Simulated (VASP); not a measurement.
# Al4Si3 (P6/mmm) in VASP: notebook, part 2 of 2

VASP 6.6.1.

## Step 5: Single point, PBE (random cell by space group and Wyckoff sites (P6/mmm, No. 191))

The input, INCAR:

```
SYSTEM = Al4Si3
  PREC = Accurate
  ENCUT = 520
  EDIFF = 1E-7
  ISMEAR = 0
  SIGMA = 0.1
  LREAL = .False.
  LASPH = .True.
  NELM = 100
  ALGO = Fast
  ISIF = 2
  LWAVE = .False.
  LCHARG = .False.
  GGA = PE
  NBANDS = 21
```

The input, KPOINTS:

```
Automatic mesh
0
Gamma
  6 6 2
  0 0 0
```

The input, POSCAR:

```
Al4Si3
1.0
    5.5455931374      0.0000000000      0.0000000000
   -2.7727965687      4.8026245360      0.0000000000
    0.0000000000      0.0000000000      4.9500155959
Al Si
4 3
Direct
    0.0000000000      0.0000000000      0.0000000000
    0.5000000000      0.0000000000      0.5000000000
    0.0000000000      0.5000000000      0.5000000000
    0.5000000000      0.5000000000      0.5000000000
    0.5000000000      0.0000000000      0.0000000000
    0.0000000000      0.5000000000      0.0000000000
    0.5000000000      0.5000000000      0.0000000000
```

Potentials or basis: VASP PAW PBE potentials, release 64 (Al, Si).

Run with:

```bash
> cat potpaw_PBE.64/Al/POTCAR potpaw_PBE.64/Si/POTCAR > POTCAR
> mpirun -np 1 vasp_std > vasp.out
```

OUTCAR:

```text
SYSTEM = Al4Si3
   PREC = Accurate
   ENCUT = 520
   EDIFF = 1E-7
   ISMEAR = 0
   LREAL = .False.
   LASPH = .True.
   NELM = 100
   ISIF = 2
   GGA = PE

 ion  position               nearest neighbor table
   1  0.000  0.000  0.000-   6 2.77   7 2.77   6 2.77   7 2.77   5 2.77   5 2.77
   2  0.500  0.000  0.500-   5 2.48   5 2.48   3 2.77   4 2.77   4 2.77   3 2.77
   3  0.000  0.500  0.500-   6 2.48   6 2.48   2 2.77   2 2.77   4 2.77   4 2.77
   4  0.500  0.500  0.500-   7 2.48   7 2.48   2 2.77   2 2.77   3 2.77   3 2.77
   5  0.500  0.000  0.000-   2 2.48   2 2.48   7 2.77   6 2.77   7 2.77   6 2.77   1 2.77   1 2.77

   6  0.000  0.500  0.000-   3 2.48   3 2.48   5 2.77   1 2.77   1 2.77   5 2.77   7 2.77   7 2.77

   7  0.500  0.500  0.000-   4 2.48   4 2.48   5 2.77   1 2.77   5 2.77   1 2.77   6 2.77   6 2.77

  LATTYP: Found a hexagonal cell.
 ALAT       =     5.5455931374
 C/A-ratio  =     0.8926034553

  Lattice vectors:

 A1 = (   5.5455931374,   0.0000000000,   0.0000000000)
 A2 = (  -2.7727965687,   4.8026245360,   0.0000000000)
 A3 = (   0.0000000000,   0.0000000000,   4.9500155959)

Analysis of symmetry for initial positions (statically):
=====================================================================
 Subroutine PRICEL returns:
 Original cell was already a primitive cell.

 Routine SETGRP: Setting up the symmetry group for a
 hexagonal supercell.

 Subroutine GETGRP returns: Found 24 space group operations
 (whereof 24 operations were pure point group operations)
 out of a pool of 24 trial point group operations.

The static configuration has the point symmetry D_6h.

Analysis of symmetry for dynamics (positions and initial velocities):
=====================================================================
 Subroutine PRICEL returns:
 Original cell was already a primitive cell.
[... 129 lines left out ...]
  Fermi-wavevector in a.u.,A,eV,Ry     =   0.927828  1.753341 11.712779  0.860865
  Thomas-Fermi vector in A             =   2.053940
   LORBIT       =      0    0 simple, 1 ext, 2 COOP (PROOUT), +10 PAW based schemes
   GGA     = PE    functional components
   LHFCALC =     F    Hartree Fock is set to
   AEXX    =    0.0000 exact exchange contribution
   IVDW    =     0    specifies the selected vdW correction
   LEPSILON=     F    determine dielectric tensor
   LRPA    =     F    only Hartree local field effects (RPA)
 non-spin polarized calculation
 RMM-DIIS sequential band-by-band and
 Gauss-broadening in eV      SIGMA  =   0.10
  energy-cutoff  :      520.00
  volume of cell :      131.84
 maximum number of plane-waves:      3572
 NGX is ok and might be reduce to    42
   NGX = 21   NGY = 21   NGZ = 19

 number of electron      23.9999999 magnetization

 Free energy of the ion-electron system (eV)
  ---------------------------------------------------
  ext. energy  EPLUGINS =         0.00000000
  ---------------------------------------------------
  free energy    TOTEN  =       -28.85150469 eV

  energy without entropy =      -28.83185914  energy(sigma->0) =      -28.84168192

 E-fermi :   6.6235     XC(G=0):  -9.7555

 val. band max:        6.6219885829   @ k =   0.3333   0.1667   0.5000
 cond. band min:       6.6924299421   @ k =   0.5000   0.0000   0.0000
 fundamental gap:      0.0704413592
 Fermi energy:         6.6235084702

 k-point     1 :       0.0000    0.0000    0.0000
  band No.  band energies     occupation
      1      -5.0610      2.00000
      2       0.0818      2.00000
      3       0.0818      2.00000
      4       1.0735      2.00000
      5       1.2102      2.00000
      6       1.5141      2.00000
[... 325 lines left out ...]
     20      10.3568      0.00000
     21      10.8276      0.00000

------------------------ aborting loop because EDIFF is reached ----------------------------------------

  FORCE on cell =-STRESS in cart. coord.  units (eV):
  Direction    XX          YY          ZZ          XY          YZ          ZX
  --------------------------------------------------------------------------------------
  -------------------------------------------------------------------------------------
  Total        0.2615414      0.2615414      0.1254667      0.0000000     -0.0000000      0.0000000
  in kB        3.1784679      3.1784679      1.5247749      0.0000000     -0.0000000      0.0000000
  external PRESSURE =       2.6272369 kB  Pullay stress =       0.0000000 kB

 VOLUME and BASIS-vectors are now :
 -----------------------------------------------------------------------------
  energy-cutoff  :      520.00
  volume of cell :      131.84
      direct lattice vectors                 reciprocal lattice vectors
     5.545593137  0.000000000  0.000000000     0.180323362  0.104109742  0.000000000
    -2.772796569  4.802624536  0.000000000     0.000000000  0.208219483  0.000000000
     0.000000000  0.000000000  4.950015596     0.000000000  0.000000000  0.202019566

 POSITION                                       TOTAL-FORCE (eV/Angst)
 -----------------------------------------------------------------------------------
      0.00000      0.00000      0.00000         0.000000      0.000000      0.000000
      2.77280      0.00000      2.47501         0.000000      0.000000      0.000000
     -1.38640      2.40131      2.47501         0.000000      0.000000      0.000000
      1.38640      2.40131      2.47501        -0.000000      0.000000      0.000000
      2.77280      0.00000      0.00000         0.000000      0.000000      0.000000
     -1.38640      2.40131      0.00000         0.000000      0.000000      0.000000
      1.38640      2.40131      0.00000        -0.000000      0.000000      0.000000
 -----------------------------------------------------------------------------------
    total drift:                               -0.000000     -0.000000     -0.000000

  FREE ENERGIE OF THE ION-ELECTRON SYSTEM (eV)
  ---------------------------------------------------
  free  energy   TOTEN  =       -28.8515046909 eV

  energy  without entropy=      -28.8318591426  energy(sigma->0) =      -28.84168192
```

OSZICAR:

```text
N       E                     dE             d eps       ncg     rms          rms(c)
DAV:   1     0.336521262430E+02    0.33652E+02   -0.85011E+03   588   0.899E+02
DAV:   2    -0.265003384945E+02   -0.60152E+02   -0.57883E+02   730   0.126E+02
DAV:   3    -0.293030086044E+02   -0.28027E+01   -0.27326E+01   792   0.235E+01
DAV:   4    -0.293435128078E+02   -0.40504E-01   -0.40443E-01   703   0.340E+00
DAV:   5    -0.293443304240E+02   -0.81762E-03   -0.81758E-03   726   0.518E-01    0.528E+00
RMM:   6    -0.289298280699E+02    0.41450E+00   -0.50394E-01   599   0.203E+00    0.296E+00
RMM:   7    -0.288604201270E+02    0.69408E-01   -0.14847E-01   629   0.129E+00    0.116E+00
RMM:   8    -0.288518461343E+02    0.85740E-02   -0.23661E-02   665   0.707E-01    0.215E-01
RMM:   9    -0.288514750083E+02    0.37113E-03   -0.32089E-03   688   0.325E-01    0.143E-01
RMM:  10    -0.288514946529E+02   -0.19645E-04   -0.61294E-04   703   0.140E-01    0.378E-02
RMM:  11    -0.288515015808E+02   -0.69279E-05   -0.11847E-04   720   0.650E-02    0.125E-02
RMM:  12    -0.288515044231E+02   -0.28423E-05   -0.34764E-05   726   0.329E-02    0.854E-03
RMM:  13    -0.288515046915E+02   -0.26843E-06   -0.74049E-06   691   0.159E-02    0.558E-03
RMM:  14    -0.288515047652E+02   -0.73650E-07   -0.26688E-06   716   0.888E-03    0.566E-03
RMM:  15    -0.288515050751E+02   -0.30990E-06   -0.65646E-07   563   0.409E-03    0.136E-02
RMM:  16    -0.288515047798E+02    0.29526E-06   -0.14901E-07   419   0.218E-03    0.446E-03
RMM:  17    -0.288515046909E+02    0.88961E-07   -0.34150E-08   364   0.112E-03
   1 F= -.28851505E+02 E0= -.28841682E+02  d E =-.196455E-01
```

Wall time 47 s (1 thread of Intel Xeon Platinum 8488C (Sapphire Rapids), shared host); peak memory 0.23 GiB.

Results:

```yaml
Free_energy: -28.8515 eV
Pressure: 0.3 GPa
Band_gap_on_the_k_mesh: none (metal or under the smearing width)
```

Caveat: the k mesh is coarse (spacing up to 0.63 Å⁻¹), so the values aren't converged.

## Step 6: Summary

```csv
task,cell,k mesh,cutoff (eV),mesh quality,gap on the mesh (eV),pressure (GPa)
single point,as given,9 × 9 × 8,520,not flagged,none,0.0
single point,"random cell by space group and Wyckoff sites (P6/mmm, No. 191)",9 × 9 × 8,520,not flagged,none,0.0
relaxation of cell and atoms,"relaxed from: random cell by space group and Wyckoff sites (P6/mmm, No. 191)",9 × 9 × 8,600,not flagged,none,-0.1
single point,"random cell by space group and Wyckoff sites (P6/mmm, No. 191)",6 × 6 × 2,520,coarse,none,0.3
```

Alike in all rows: level PBE; potentials or basis VASP PAW PBE potentials, release 64 (Al, Si); no spin polarisation; smearing gaussian 0.1 eV.

Caveats: some runs use coarse meshes.

Total energies depend on the potentials used, so only differences within one code and one set of settings carry meaning.
